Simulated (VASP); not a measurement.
Consider the following.

```
CELL_PARAMETERS angstrom
      6.34490     0.00000     0.00000
      3.17245     4.48652     0.00000
      0.00000     0.00000    20.78494
ATOMIC_POSITIONS crystal
  W  0.75044 0.49967 0.34161
  W  0.25061 0.49998 0.34197
  W  0.74939 0.00002 0.34197
  W  0.24956 0.00033 0.34161
  W  0.99955 0.00084 0.44562
  W  0.49975 0.99999 0.44585
  W  0.00045 0.49916 0.44562
  W  0.50025 0.50001 0.44585
  W  0.75186 0.49645 0.55464
  W  0.24904 0.50503 0.55409
  W  0.75096 0.99497 0.55409
  W  0.24814 0.00355 0.55464
  W  0.00125 0.99226 0.66222
  W  0.50486 0.99491 0.65705
  W  0.99875 0.50774 0.66222
  W  0.49514 0.50509 0.65705
  S  0.00000 0.25000 0.75251
```

The numbers are results of PBE GGA, VASP's PBE PAW potentials (set 64) (plane waves; VASP), not measurements. Numerical set-up: PREC = Normal, 400 eV cut-off, 5×6×1 Γ-centred mesh, first-order Methfessel-Paxton smearing of 0.10 eV, potentials W S.

Unless said otherwise, spin-orbit coupling is left out, though it shifts the bands of the heavy elements here.

### Question
What does the run give for the energy per atom (σ→0), band gap (on the k-mesh) with the smallest direct gap where there is one?

### Answer

```json
{
 "band gap (on the k-mesh)": "none (metal, semimetal or under 0.01 eV)",
 "energy per atom (σ→0)": "-11.952 eV/atom"
}
```

Total energies compare only between runs with the same potentials, cut-off and functional.

The cell is a thin slab with vacuum, built from W (bcc): (110) face, S adsorbed.
